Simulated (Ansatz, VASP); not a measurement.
# La3InB in two plane-wave programs, part 2 of 2

Wanted: the spread between two codes on one cell, functional and k mesh. The cell is taken from a series of runs on this material, whose earlier steps may have relaxed, scaled, displaced or heated it; both programs get it as it stands.

VASP 6.6.1 and Ansatz 0.2.0.

So far: The structure; VASP: zone-centre phonons, PBEsol.

### 2. VASP: zone-centre phonons, PBEsol (continued)

Level of this step: PBEsol; plane waves and PAW (La, In_d, B) (VASP).

Numbers of over 12 decimals in the logs are rounded to 6 here.

Parts of OUTCAR (step 2):

```text
ion  position               nearest neighbor table
   1  0.500  0.000  0.500-   5 2.62   5 2.62   4 3.71   4 3.71   4 3.71   4 3.71
   2  0.500  0.500  0.000-   5 2.62   5 2.62   4 3.71   4 3.71   4 3.71   4 3.71
   3  0.000  0.500  0.500-   5 2.62   5 2.62   4 3.71   4 3.71   4 3.71   4 3.71
   4  0.000  0.000  0.000-   1 3.71   2 3.71   3 3.71   1 3.71   3 3.71   2 3.71   3 3.71   3 3.71
                             1 3.71   2 3.71   1 3.71   2 3.71
   5  0.500  0.500  0.500-   1 2.62   2 2.62   3 2.62   2 2.62   1 2.62   3 2.62

  LATTYP: Found a simple cubic cell.
 ALAT       =     5.2472787968

 Subroutine GETGRP returns: Found 48 space group operations
 (whereof 48 operations were pure point group operations)

The static configuration has the point symmetry O_h .

 Found     35 irreducible k-points:

   k-points           NKPTS =     35   k-points in BZ     NKDIM =     35   number of bands    NBANDS=     30

   dimension x,y,z NGX =    40 NGY =   40 NGZ =   40
   dimension x,y,z NGXF=    80 NGYF=   80 NGZF=   80

   ENCUT  =  500.0 eV  36.75 Ry    6.06 a.u.   9.57  9.57  9.57*2*pi/ulx,y,z

   NELECT =      49.0000    total number of electrons

 k-points in reciprocal lattice and weights: Automatic mesh
   0.00000000  0.00000000  0.00000000       0.002
   0.12500000  0.00000000  0.00000000       0.012
   0.25000000  0.00000000  0.00000000       0.012
   0.37500000  0.00000000  0.00000000       0.012
   0.50000000  0.00000000  0.00000000       0.006
   0.12500000  0.12500000  0.00000000       0.023
   0.25000000  0.12500000  0.00000000       0.047
   0.37500000  0.12500000  0.00000000       0.047
   0.50000000  0.12500000  0.00000000       0.023
[...]
0.50000000  0.50000000  0.37500000       0.012
   0.50000000  0.50000000  0.50000000       0.002

 average (electrostatic) potential at core
       1 -96.4318       2 -96.4318       3 -96.4318       4 -93.0649       5 -24.5308

  Total       -0.0161985     -0.0161985     -0.0161985      0.0000000      0.0000000     -0.0000000
  in kB       -0.1796317     -0.1796317     -0.1796317      0.0000000      0.0000000     -0.0000000
[...]
-----------------------------------------------------------------------------------
      2.62364      0.00000      2.62364         0.000000      0.000000      0.000000
      2.62364      2.62364      0.00000         0.000000      0.000000      0.000000
      0.00000      2.62364      2.62364         0.000000      0.000000      0.000000
      0.00000      0.00000      0.00000         0.000000      0.000000      0.000000
      2.62364      2.62364      2.62364         0.000000      0.000000      0.000000
 -----------------------------------------------------------------------------------
    total drift:                                0.000000     -0.000000     -0.000000

 Eigenvectors and eigenvalues of the dynamical matrix
 ----------------------------------------------------

   1 f  =    4.951128 THz    31.108852 2PiTHz  165.151840 cm-1    20.476209 meV
             X         Y         Z           dx          dy          dz
      2.623639  0.000000  2.623639     0.000240    0.028789   -0.296103
      2.623639  2.623639  0.000000     0.000240   -0.011444    0.744879
      0.000000  2.623639  2.623639    -0.000605   -0.011444   -0.296103
      0.000000  0.000000  0.000000     0.000008   -0.000357   -0.009243
      2.623639  2.623639  2.623639     0.000421   -0.020017   -0.517903

   2 f  =    4.951128 THz    31.108852 2PiTHz  165.151840 cm-1    20.476209 meV
             X         Y         Z           dx          dy          dz
      2.623639  0.000000  2.623639     0.014453    0.743992    0.011442
      2.623639  2.623639  0.000000     0.014453   -0.295750   -0.028785
      0.000000  2.623639  2.623639    -0.036357   -0.295750    0.011442
      0.000000  0.000000  0.000000     0.000451   -0.009232    0.000357
      2.623639  2.623639  2.623639     0.025278   -0.517286    0.020014

   3 f  =    4.951128 THz    31.108852 2PiTHz  165.151840 cm-1    20.476209 meV
             X         Y         Z           dx          dy          dz
      2.623639  0.000000  2.623639     0.295972   -0.036353   -0.000318
      2.623639  2.623639  0.000000     0.295972    0.014451    0.000800
      0.000000  2.623639  2.623639    -0.744548    0.014451   -0.000318
      0.000000  0.000000  0.000000     0.009239    0.000451   -0.000010
      2.623639  2.623639  2.623639     0.517673    0.025276   -0.000557

   4 f  =    2.048125 THz    12.868748 2PiTHz   68.318094 cm-1     8.470360 meV
             X         Y         Z           dx          dy          dz
      2.623639  0.000000  2.623639    -0.007699    0.248040    0.004289
      2.623639  2.623639  0.000000    -0.007699    0.261361    0.004070
      0.000000  2.623639  2.623639    -0.007307    0.261361    0.004289
      0.000000  0.000000  0.000000     0.026269   -0.891781   -0.014633
      2.623639  2.623639  2.623639    -0.002174    0.073804    0.001211

   5 f  =    2.048125 THz    12.868748 2PiTHz   68.318094 cm-1     8.470360 meV
             X         Y         Z           dx          dy          dz
      2.623639  0.000000  2.623639    -0.261393   -0.007283   -0.001553
      2.623639  2.623639  0.000000    -0.261393   -0.007674   -0.001474
      0.000000  2.623639  2.623639    -0.248070   -0.007674   -0.001553
      0.000000  0.000000  0.000000     0.891888    0.026185    0.005298
      2.623639  2.623639  2.623639    -0.073813   -0.002167   -0.000438

   6 f  =    2.048125 THz    12.868748 2PiTHz   68.318094 cm-1     8.470360 meV
             X         Y         Z           dx          dy          dz
      2.623639  0.000000  2.623639    -0.001426   -0.004112    0.261470
      2.623639  2.623639  0.000000    -0.001426   -0.004332    0.248144
      0.000000  2.623639  2.623639    -0.001353   -0.004332    0.261470
      0.000000  0.000000  0.000000     0.004866    0.014783   -0.892152
      2.623639  2.623639  2.623639    -0.000403   -0.001223    0.073835

   7 f/i=    0.017095 THz     0.107408 2PiTHz    0.570212 cm-1     0.070697 meV
             X         Y         Z           dx          dy          dz
      2.623639  0.000000  2.623639    -0.013366    0.116745    0.495783
      2.623639  2.623639  0.000000    -0.013366    0.117252    0.493641
      0.000000  2.623639  2.623639    -0.013308    0.117252    0.495783
      0.000000  0.000000  0.000000    -0.011838    0.103846    0.439100
      2.623639  2.623639  2.623639    -0.003646    0.031983    0.135234

   8 f/i=    0.017095 THz     0.107408 2PiTHz    0.570212 cm-1     0.070697 meV
             X         Y         Z           dx          dy          dz
      2.623639  0.000000  2.623639     0.062662   -0.489685    0.118001
      2.623639  2.623639  0.000000     0.062662   -0.491810    0.117491
      0.000000  2.623639  2.623639     0.062391   -0.491810    0.118001
      0.000000  0.000000  0.000000     0.055498   -0.435580    0.104510
      2.623639  2.623639  2.623639     0.017092   -0.134150    0.032187

   9 f/i=    0.017095 THz     0.107408 2PiTHz    0.570212 cm-1     0.070697 meV
             X         Y         Z           dx          dy          dz
      2.623639  0.000000  2.623639    -0.505591   -0.063777    0.001518
      2.623639  2.623639  0.000000    -0.505591   -0.064054    0.001512
      0.000000  2.623639  2.623639    -0.503406   -0.064054    0.001518
      0.000000  0.000000  0.000000    -0.447786   -0.056730    0.001345
      2.623639  2.623639  2.623639    -0.137909   -0.017472    0.000414

  10 f/i=    1.743525 THz    10.954893 2PiTHz   58.157744 cm-1     7.210638 meV
             X         Y         Z           dx          dy          dz
      2.623639  0.000000  2.623639    -0.704473    0.000000   -0.060975
      2.623639  2.623639  0.000000     0.704473    0.000178    0.000000
      0.000000  2.623639  2.623639     0.000000   -0.000178    0.060975
      0.000000  0.000000  0.000000    -0.000000   -0.000000    0.000000
      2.623639  2.623639  2.623639    -0.000000    0.000000    0.000000

  11 f/i=    1.743525 THz    10.954893 2PiTHz   58.157744 cm-1     7.210638 meV
             X         Y         Z           dx          dy          dz
      2.623639  0.000000  2.623639     0.002629    0.000000   -0.028309
      2.623639  2.623639  0.000000    -0.002629    0.706535    0.000000
      0.000000  2.623639  2.623639    -0.000000   -0.706535    0.028309
      0.000000  0.000000  0.000000     0.000000    0.000000    0.000000
      2.623639  2.623639  2.623639    -0.000000   -0.000000    0.000000

  12 f/i=    1.743525 THz    10.954893 2PiTHz   58.157744 cm-1     7.210638 meV
             X         Y         Z           dx          dy          dz
      2.623639  0.000000  2.623639     0.060918    0.000000   -0.703904
      2.623639  2.623639  0.000000    -0.060918   -0.028430    0.000000
      0.000000  2.623639  2.623639     0.000000    0.028430    0.703904
      0.000000  0.000000  0.000000     0.000000    0.000000    0.000000
      2.623639  2.623639  2.623639     0.000000    0.000000    0.000000

  13 f/i=    3.158832 THz    19.847530 2PiTHz  105.367309 cm-1    13.063875 meV
             X         Y         Z           dx          dy          dz
      2.623639  0.000000  2.623639    -0.289896    0.007420    0.000396
      2.623639  2.623639  0.000000    -0.289896   -0.006079   -0.000483
      0.000000  2.623639  2.623639     0.353821   -0.006079    0.000396
      0.000000  0.000000  0.000000    -0.001960   -0.000041    0.000003
      2.623639  2.623639  2.623639     0.840408    0.017623   -0.001148

  14 f/i=    3.158832 THz    19.847530 2PiTHz  105.367309 cm-1    13.063875 meV
             X         Y         Z           dx          dy          dz
      2.623639  0.000000  2.623639    -0.001219   -0.048086   -0.287268
      2.623639  2.623639  0.000000    -0.001219    0.039399    0.350614
      0.000000  2.623639  2.623639     0.001487    0.039399   -0.287268
      0.000000  0.000000  0.000000    -0.000008    0.000266   -0.001942
      2.623639  2.623639  2.623639     0.003533   -0.114217    0.832791

  15 f/i=    3.158832 THz    19.847530 2PiTHz  105.367309 cm-1    13.063875 meV
             X         Y         Z           dx          dy          dz
      2.623639  0.000000  2.623639    -0.005969   -0.350538    0.039416
      2.623639  2.623639  0.000000    -0.005969    0.287207   -0.048107
      0.000000  2.623639  2.623639     0.007285    0.287207    0.039416
      0.000000  0.000000  0.000000    -0.000040    0.001942    0.000266
      2.623639  2.623639  2.623639     0.017304   -0.832612   -0.114266

 ELASTIC MODULI CONTR FROM IONIC RELAXATION (kBar)
 Direction    XX          YY          ZZ          XY          YZ          ZX
 --------------------------------------------------------------------------------
 XX           0.0000      0.0000      0.0000      0.0000      0.0000      0.0000
 YY           0.0000      0.0000      0.0000      0.0000      0.0000      0.0000
 ZZ           0.0000      0.0000      0.0000      0.0000      0.0000      0.0000
 XY           0.0000      0.0000      0.0000      0.0000      0.0000      0.0000
 YZ           0.0000      0.0000      0.0000      0.0000      0.0000      0.0000
 ZX           0.0000      0.0000      0.0000      0.0000      0.0000      0.0000
 --------------------------------------------------------------------------------
```

### 3. Ansatz: zone-centre phonons, PBEsol

Ansatz runs on its PAW soft_1 files.

The same cell, functional, mesh and smearing now go to Ansatz, which takes its cutoff from its data sets.

Contents of input.yaml:

```yaml
crystal:
  lattice:
    - [5.2472787968, 0.0, 0.0]
    - [0.0, 5.2472787968, 0.0]
    - [0.0, 0.0, 5.2472787968]
  atoms:
    - { symbol: La, position: [0.5, 0.0, 0.5] }
    - { symbol: La, position: [0.5, 0.5, 0.0] }
    - { symbol: La, position: [0.0, 0.5, 0.5] }
    - { symbol: In, position: [0.0, 0.0, 0.0] }
    - { symbol: B, position: [0.5, 0.5, 0.5] }
kpoints:
  mp_grid: { grid: [8, 8, 8] }
hamiltonian:
  xc: pbesol
  pseudopotentials: { kind: paw, azcp: { folder: soft_1 }, xc_functional: pbe }
scf:
  occupations: { method: methfessel_paxton, width: 0.2 }
output:
  eigenvalues: true
phonons:
  method: dfpt
```

The run is started by

```
ansatz run input.yaml --threads 4 --pin off --max-ram 10240MiB --backend cpu --events-out ev --progress --plain --runs-dir out
```

Output:

```text
zone centre: on kpoints.mp_grid the ground state, and the responses unless they are solved on pairs of k-points, stand on 125 of the mesh's 512 k-points, reduced under 8 symmetry operations, with k and −k counted as one. Each operation leaves every solved displacement unchanged or reverses it
Engine: ansatz 0.2.0, x86_64-unknown-linux-gnu
Pseudopotentials: kind: paw
Pseudopotential: La, paw, valence charge 11, recommended cutoff 420 eV (normal), soft_1/La.paw.azcp
Pseudopotential: In, paw, valence charge 13, recommended cutoff 420 eV (normal), soft_1/In.paw.azcp
Pseudopotential: B, paw, valence charge 3, recommended cutoff 420 eV (normal), soft_1/B.paw.azcp
Functional definition: PBEsol
  exchange = pbesol_x
  correlation = pbesol_c
Crystal: 5 atoms, lattice volume = 144.478 Å³
Basis set: ecut = 420 eV, 2801 PW (Γ), exchange–correlation on 72×72×72 points (8 copies of the dense FFT grid, shifted against one another)
Bands: 30, of which v1, the nominal top of the filled ones, is band 25 counted from 1 (24 counted from 0)
Symmetry: 48 space group operations
k-points: 125 of 512 (irreducible under 8 space group operations)
Non-local potential: La, projectors of the file, l = 0: 3, l = 1: 2, l = 2: 2, l = 3: 3
Non-local potential: In, projectors of the file, l = 0: 2, l = 1: 2, l = 2: 2, l = 3: 1
Non-local potential: B, projectors of the file, l = 0: 2, l = 1: 2, l = 2: 1
PAW form: soft (Blöchl's): semilocal exchange-correlation on the pseudo side does not see the compensation charge
PAW frozen core: La, regenerated for the run's functional, and the local potential with it (the file was generated under x = pbe(κ = 0.804, μ = 0.219515), c = pbe(β = 0.066725))
PAW frozen core: In, regenerated for the run's functional, and the local potential with it (the file was generated under x = pbe(κ = 0.804, μ = 0.219515), c = pbe(β = 0.066725))
PAW frozen core: B, regenerated for the run's functional, and the local potential with it (the file was generated under x = pbe(κ = 0.804, μ = 0.219515), c = pbe(β = 0.066725))
PAW one-centre angular grid: La, 590 points (default); XC on 64 Gauss nodes
PAW one-centre angular grid: In, 590 points (default); XC on 64 Gauss nodes
PAW one-centre angular grid: B, 110 points (default); XC on 64 Gauss nodes
Initial density: superposition of atomic densities (chi_scale 0.1, normalization cell, long waves kept (reshape's long-wave potential 0.00 eV rms))
Initial wavefunctions: pseudopotential atomic-orbital guess
Functional: x = pbesol(κ = 0.804, μ = 0.123457), c = pbesol(β = 0.046)
SCF iter   1: F=—  HF=-24168.975809 eV  |F-HF|=—  |Δ(HF+E_count)|=         —  Δρ=6.98e-2  dr2=2.87e1  ethr=3.10e-3  ⟨swp⟩=4.9  Hψ=17617  notcnv=0
preconditioner: auto → Kerker (q_TF=auto, 2.278 Å⁻¹)  [metal: Δε(μ)=0.012 eV  Ē_g=10.939 eV  σ=0.200 eV  W_gap=0.05  n_scr=26 (ndim 8)  ℏωp=20.3 eV  f_vac=0.000  D(μ)=7.02/eV (n_scr^D=80)]
SCF iter   2: F=—  HF=-24164.165744 eV  |F-HF|=—  |Δ(HF+E_count)|=    4.81e0  S|Δr|=    0.00e0  Δρ=2.50e-2  dr2=4.17e0  ethr=3.10e-3  ⟨swp⟩=4.0  Hψ=8572  notcnv=0  defer=12
SCF iter   3: F=—  HF=-24163.371502 eV  |F-HF|=—  |Δ(HF+E_count)|=   7.94e-1  S|Δr|=    0.00e0  Δρ=1.06e-2  dr2=4.46e-1  ethr=3.10e-3  ⟨swp⟩=3.0  Hψ=6664  notcnv=0  defer=16
SCF iter   4: F=—  HF=-24163.261912 eV  |F-HF|=—  |Δ(HF+E_count)|=   1.10e-1  S|Δr|=    0.00e0  Δρ=1.84e-3  dr2=9.87e-3  ethr=9.09e-4  ⟨swp⟩=5.3  Hψ=26397  notcnv=0
automatic band count: the SCF goes on with 35 bands, as 30 were too few: they end inside the smearing window of the response
SCF iter   5: F=—  HF=-24163.260317 eV  |F-HF|=—  |Δ(HF+E_count)|=   1.60e-3  S|Δr|=    0.00e0  Δρ=6.27e-4  dr2=9.31e-4  ethr=2.01e-5  ⟨swp⟩=2.0  Hψ=8398  notcnv=0  defer=2
SCF iter   6: F=—  HF=-24163.260254 eV  |F-HF|=—  |Δ(HF+E_count)|=   6.32e-5  S|Δr|=    0.00e0  Δρ=2.34e-4  dr2=9.89e-5  ethr=1.90e-6  ⟨swp⟩=2.0  Hψ=5309  notcnv=0  defer=2
SCF iter   7: F=—  HF=-24163.260226 eV  |F-HF|=—  |Δ(HF+E_count)|=   2.74e-5  S|Δr|=    0.00e0  Δρ=6.72e-5  dr2=9.31e-6  ethr=2.02e-7  ⟨swp⟩=2.0  Hψ=5014  notcnv=0  defer=2
SCF iter   8: F=—  HF=-24163.260225 eV  |F-HF|=—  |Δ(HF+E_count)|=   1.17e-6  S|Δr|=    0.00e0  Δρ=2.52e-5  dr2=3.36e-6  ethr=1.90e-8  ⟨swp⟩=2.0  Hψ=5474  notcnv=0  defer=2
SCF iter   9: F=—  HF=-24163.260225 eV  |F-HF|=—  |Δ(HF+E_count)|=   3.42e-8  S|Δr|=    0.00e0  Δρ=6.51e-6  dr2=7.03e-8  ethr=6.87e-9  ⟨swp⟩=2.0  Hψ=4627  notcnv=0  defer=2
SCF iter  10: F=—  HF=-24163.260225 eV  |F-HF|=—  |Δ(HF+E_count)|=   4.55e-9  S|Δr|=    0.00e0  Δρ=1.82e-6  dr2=1.61e-8  ethr=1.43e-10  ⟨swp⟩=2.0  Hψ=6953  notcnv=0  defer=2
SCF iter  11: F=—  HF=-24163.260225 eV  |F-HF|=—  |Δ(HF+E_count)|=   2.00e-9  S|Δr|=    0.00e0  Δρ=2.35e-7  dr2=1.11e-10  ethr=3.29e-11  ⟨swp⟩=2.0  Hψ=4673  notcnv=0  defer=2
SCF iter  12: F=-24163.260225 eV  HF=-24163.260225 eV  |F-HF|=1.09e-11  |Δ(HF+E_count)|=  7.28e-12  S|Δr|=    0.00e0  Δρ=6.30e-8  dr2=4.94e-12  ethr=1.00e-12  ⟨swp⟩=16.8  Hψ=29102  notcnv=0
SCF 1 converged in 12 iterations: F = -24163.260225 eV  dr2 = 4.94e-12
  greatest PAW one-centre occupation: 0.980 electrons in one spin orbital (limit 2), on the In atom at site 3 (counted from 0), in its partial waves of l = 2
DFPT response loops at Γ: preconditioner auto → Kerker (q_TF=auto, 2.278 Å⁻¹) (partly filled bands, converged f_vac=0.000); β = 1.00, the filter's whole step (`scf.mixing.beta` (0.50) is not read by the response loops under this deck's `scf.mixing.preconditioner`; to damp them name `kerker` or `kerker_dos`, under which they read `scf.mixing.beta`, and type it under 1.00, their step now; both keys bind the ground state too); Broyden in place of MSR1
SCF converged after 12 iterations
Stability not checked: this state was not tested for a lower state beside it, because cold or Methfessel-Paxton smearing, or corrected tetrahedra, fill the levels in a way that the test cannot read (fill_not_monotonic; see scf.lower_state_search)
Free energy (F): -24163.260225 eV
Harris-Foulkes:  -24163.260225 eV  (|F-HF|=1.09e-11)
Internal energy: -24163.255790 eV  (E = F + TS)
E sigma→0 (E₀):  -24163.259116 eV
Entropy (-TS):   -0.004435 eV (-0.887 meV/atom)
Fermi energy:    10.105597 eV
--- Per-component energies (eV) ---
  E_band       = -147.162896
  E_kinetic    = 823.425759
  E_local      = -2107.724151  (includes V_loc(G=0)·N_el)
  E_nonlocal   = 603.902491
  E_hartree    = 797.859639
  E_xc         = -599.406350
  E_vxc        = -561.576014  (∫ρ·V_xc dr)
  E_paw        = -20197.967828  (= ΣΔE_a)
  E_vpaw       = -500.910402  (= ΣTr[D̂ρ^β])
  E_aug_tail   = 0.000143  (compensation charges beyond the density's cutoff)
  E_ewald      = -3484.103216
  E_core_change = 0.757723  (= ΣΔE_core)
  E_smearing   = -0.004435  (= −TS)
  E_closure    = 0.000000  (closes the sum)
  Σ components = -24163.260225   (vs F -24163.260225, Δ=0.00e0)
--- Band table (eV; the first three rows and the last of 125) ---
  k-point 0: bands = [... 21 lower, 9.7628, 9.7628, 9.7628, 11.0660, 11.0660, 11.0660, 11.2471, 11.2471, ... 6 higher]
  k-point 1: bands = [... 21 lower, 9.7716, 9.7973, 9.8698, 10.7531, 10.9828, 10.9828, 11.1176, 11.2962, ... 6 higher]
  k-point 2: bands = [... 21 lower, 9.7912, 9.8885, 9.9377, 10.2515, 10.7531, 10.7531, 11.1825, 11.5226, ... 6 higher]
  k-point 124: bands = [... 21 lower, 7.6367, 10.5696, 10.5696, 10.5696, 11.7760, 11.7760, 11.7760, 11.9281, ... 6 higher]
--- Phonons (Γ-DFPT): 4 representative perturbations + reference, on 125 of 512 k-points (Σ response iterations 13) ---
  k mesh reduced under 8 symmetry operations, with k and −k counted as one. Each operation leaves every solved displacement unchanged or reverses it
  ASR residual: 4.516e-5 → 0.000e0 eV/Å²; symmetrization residual: 3.166e-6 eV/Å²
  ASR residual per site (eV/Å²): 3.01e-5 3.01e-5 3.01e-5 1.45e-5 4.52e-5
  Γ frequencies (cm⁻¹): -118.01 -118.01 -118.01 -59.91 -59.91 -59.91 0.00 0.00 0.00 66.96 66.96 66.96 161.96 161.96 161.96
  non-analytic LO–TO correction: not included (Born effective charges unavailable; polar crystals: no LO–TO splitting at Γ)
```

Reading the cycles: dr2 is the Hartree energy of the density residual (eV), the measure of convergence; HF is the Harris–Foulkes estimate of the energy, which meets the free energy F at convergence.

### 4. Differences

Known differences besides the potentials themselves: the cutoff is 420 eV in Ansatz and 500 eV in VASP; Ansatz makes its cores anew for this functional, VASP keeps those of its PBE data sets. Total energies have different zeros and are not compared.

Compared:

| quantity | Ansatz | VASP | difference |
| --- | --- | --- | --- |
| optical mode 1 to 3 (imaginary, printed as negative) (cm⁻¹) | -118.0 | -105.4 | -12.6 |
| optical mode 4 to 6 (imaginary, printed as negative) (cm⁻¹) | -59.9 | -58.2 | -1.8 |
| optical mode 7 to 9 (cm⁻¹) | 67.0 | 68.3 | -1.99 % |
| optical mode 10 to 12 (cm⁻¹) | 162.0 | 165.2 | -1.93 % |

Modes are paired by rising frequency, not by their patterns, so a pair may set unlike modes beside each other; they are those without the splitting of longitudinal modes.

### 5. Summary of results

```yaml
r_m_s_difference_of_the_optical_zone_centre_modes_each_program_s_sorted_by_frequency_zone_centre_phonons_pbesol: 6.6 cm⁻¹
difference_in_optical_mode_7_to_9_zone_centre_phonons_pbesol: -2.0 %
```

**Reading.** The r.m.s. difference of the optical zone-centre modes, each program's sorted by frequency is 6.6 cm⁻¹ (zone-centre phonons, PBEsol). Among the rows given in per cent, the largest difference of the zone-centre phonons, PBEsol pair is in optical mode 7 to 9, -2.0 %. What causes the difference of the zone-centre phonons, PBEsol pair stays open here. How closely two codes agree says nothing of how well the functional describes the real material.

[Lines on the potential files, build, host, timing and source positions are cut from VASP's logs without a mark.]

[Logs are printed without paths, hosts, clocks, repeated set-up lines and the standing remarks that a program may print on its own settings, such as how far it seeks lower states.]

[Hosts, paths, dates, database ids (printed as entryN), source tags and the programs' standing remarks are cut or masked in the printed files.]
